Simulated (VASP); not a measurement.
Given:

```
CELL_PARAMETERS angstrom
     -1.62837     1.62837     1.62837
      1.62837    -1.62837     1.62837
      1.62837     1.62837    -1.62837
ATOMIC_POSITIONS crystal
  Nb 0.00000 0.00000 0.00000
```

The numbers are results of MS2 meta-GGA, VASP's PBE PAW potentials (set 64) (plane waves; VASP 6.6.1), not measurements. Numerical set-up: 520 eV cut-off, 16×16×16 Γ-centred mesh, first-order Methfessel-Paxton smearing of 0.10 eV, potentials Nb_sv.

Task: Give the stress tensor in GPa (positive for a compressed cell).

Result: 
```
5.08  0.00  0.00
0.00  5.08  0.00
0.00  0.00  5.08
```
The pressure is its mean diagonal, 5.08 GPa.

The compound is Nb in the bcc structure. This cell is one point of a volume scan, at 0.97 of the reference volume.
